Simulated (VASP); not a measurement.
Computed with r2SCAN meta-GGA, VASP's PBE PAW potentials (set 64) (plane waves; VASP).

The input files of a VASP run:

### KPOINTS
```
Automatic mesh
0
Gamma
12 12 12
0 0 0
```

KPOINTS_OPT:
```
k-points along high-symmetry lines
10
Line-mode
Reciprocal
  0.000000   0.000000   0.000000 ! GAMMA
  0.000000   0.500000   0.000000 ! X

  0.000000   0.500000   0.000000 ! X
  0.500000   0.500000   0.000000 ! M

  0.500000   0.500000   0.000000 ! M
  0.000000   0.000000   0.000000 ! GAMMA

  0.000000   0.000000   0.000000 ! GAMMA
  0.500000   0.500000   0.500000 ! R

  0.500000   0.500000   0.500000 ! R
  0.000000   0.500000   0.000000 ! X

  0.500000   0.500000   0.500000 ! R
  0.500000   0.500000   0.000000 ! M
```

POSCAR:
```
BiB
1
    3.3491292684     0.0000000000     0.0000000000
    0.0000000000     3.3491292684     0.0000000000
    0.0000000000     0.0000000000     3.3491292684
B Bi
1 1
Direct
  0.0000000000   0.0000000000   0.0000000000
  0.5000000000   0.5000000000   0.5000000000
```

INCAR:
```
SYSTEM = BiB
PREC = Accurate
ENCUT = 520
EDIFF = 1E-7
NELM = 100
ALGO = Normal
LREAL = .FALSE.
LASPH = .TRUE.
ISMEAR = -5
METAGGA = R2SCAN
LMIXTAU = .TRUE.
LMAXMIX = 4
LWAVE = .FALSE.
LCHARG = .FALSE.
LORBIT = 11
NEDOS = 601
ISIF = 2
```

POTCAR, in this order: B Bi_d (PBE.64 set). Program: vasp_std.

Unless said otherwise, spin-orbit coupling is left out, though it shifts the bands of the heavy elements here.

Problem. What does the run give for the energy per atom (σ→0), band gap (over mesh and band path)?

Solution. 
```yaml
energy per atom (σ→0): -31.209 eV/atom
band gap (over mesh and band path): none (metal, semimetal or under 0.01 eV)
```

### OSZICAR
```
...
DAV:  16    -0.624179683486E+02   -0.15189E-05   -0.15312E-06  2489   0.189E-02    0.596E-04
DAV:  17    -0.624179658118E+02    0.25368E-05   -0.51411E-07  2317   0.762E-03    0.287E-04
DAV:  18    -0.624179659250E+02   -0.11319E-06   -0.23826E-08  1112   0.154E-03    0.157E-04
DAV:  19    -0.624179662224E+02   -0.29738E-06   -0.14068E-08  1137   0.116E-03    0.923E-05
DAV:  20    -0.624179661021E+02    0.12028E-06   -0.24454E-09  1127   0.397E-04    0.265E-05
DAV:  21    -0.624179660335E+02    0.68630E-07   -0.73449E-10  1112   0.308E-04
   1 F= -.62417966E+02 E0= -.62417966E+02  d E =0.000000E+00
       N       E                     dE             ncg
```

The structure was generated: BiB was put into the CsCl type (Pm-3m), which need not be its known phase. It was relaxed first. VASP warned that the highest band is occupied, so more bands are needed.
